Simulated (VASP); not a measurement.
Calculation: PBE GGA, VASP's PBE PAW potentials (set 64) (plane waves; VASP).

VASP ran on this input.

### POSCAR
```
Bi
1
    4.2319650921    -2.2932604146     0.0108670057
    4.2319650921     2.2932604146     0.0108670057
    2.9795898690     0.0000000000     3.7803087331
Bi
2
Direct
  0.2341063920   0.2341063920   0.2341063920
  0.7658936080   0.7658936080   0.7658936080
```

KPOINTS:
```
Regular mesh
0
gamma
 10 10 10
0 0 0
```

INCAR:
```
LMAXMIX  =  4
ALGO  =  Normal
LCHARG  =  F
ISIF  =  2   # forces and stress, cell fixed
LASPH  =  T   # aspherical one-centre terms
LWAVE  =  F
LREAL  =  F
SYSTEM  =  Bi
PREC  =  Accurate
ENCUT  =  480
NELM  =  100
EDIFF  =  1E-7
GGA  =  PE   # PBE
SIGMA  =  0.1   # width (eV)
ISMEAR  =  1   # Methfessel-Paxton
```

POTCAR, in this order: Bi_d (PBE.64 set). Program: vasp_std.

What VASP printed:

File OSZICAR:
```
       N       E                     dE             d eps       ncg     rms          rms(c)
DAV:   1     0.288144076719E+03    0.28814E+03   -0.16029E+04  4411   0.178E+03
DAV:   2     0.156297333683E+02   -0.27251E+03   -0.26850E+03  4423   0.443E+02
DAV:   3    -0.696077079556E+01   -0.22591E+02   -0.22225E+02  5129   0.152E+02
DAV:   4    -0.773848542840E+01   -0.77771E+00   -0.77540E+00  4868   0.311E+01
DAV:   5    -0.777754813976E+01   -0.39063E-01   -0.39062E-01  5894   0.625E+00    0.103E+00
DAV:   6    -0.777630282857E+01    0.12453E-02   -0.20013E-02  5447   0.155E+00    0.626E-01
DAV:   7    -0.777688262866E+01   -0.57980E-03   -0.13880E-02  4832   0.147E+00    0.110E-01
DAV:   8    -0.777706678813E+01   -0.18416E-03   -0.19213E-03  4789   0.555E-01    0.210E-02
DAV:   9    -0.777708379634E+01   -0.17008E-04   -0.79822E-05  6191   0.877E-02    0.121E-02
DAV:  10    -0.777708306499E+01    0.73135E-06   -0.96850E-06  5159   0.212E-02    0.200E-03
DAV:  11    -0.777708352039E+01   -0.45539E-06   -0.66862E-07  4037   0.887E-03    0.109E-03
DAV:  12    -0.777708350631E+01    0.14076E-07   -0.28090E-07  3601   0.385E-03
   1 F= -.77770835E+01 E0= -.77771139E+01  d E =0.910419E-04
```

File OUTCAR:
```
------------------------ aborting loop because EDIFF is reached ----------------------------------------
  FORCE on cell =-STRESS in cart. coord.  units (eV):
  Direction    XX          YY          ZZ          XY          YZ          ZX
  --------------------------------------------------------------------------------------
  Total        0.0658071      0.0395055      0.0424089      0.0000000      0.0000000      0.0087385
  in kB        1.4398272      0.8643620      0.9278856      0.0000000      0.0000000      0.1911948
  external PRESSURE =       1.0773582 kB  Pullay stress =       0.0000000 kB
  volume of cell :       73.23
      direct lattice vectors                 reciprocal lattice vectors
     4.231965092 -2.293260415  0.010867006     0.118388033 -0.218030188 -0.093311898
     4.231965092  2.293260415  0.010867006     0.118388033  0.218030188 -0.093311898
     2.979589869  0.000000000  3.780308733    -0.000680645  0.000000000  0.265065134
 POSITION                                       TOTAL-FORCE (eV/Angst)
 -----------------------------------------------------------------------------------
      2.67900      0.00000      0.89008         0.000871      0.000000      0.000289
      8.76452      0.00000      2.91196        -0.000871      0.000000     -0.000289
 -----------------------------------------------------------------------------------
    total drift:                               -0.000000     -0.000000     -0.000000
  FREE ENERGIE OF THE ION-ELECTRON SYSTEM (eV)
  ---------------------------------------------------
  free  energy   TOTEN  =        -7.7770835063 eV

  energy  without entropy=       -7.7771745482  energy(sigma->0) =       -7.77711385
```
(Selected blocks of OUTCAR.)

The compound is Bi in the a7 structure. It was relaxed first.
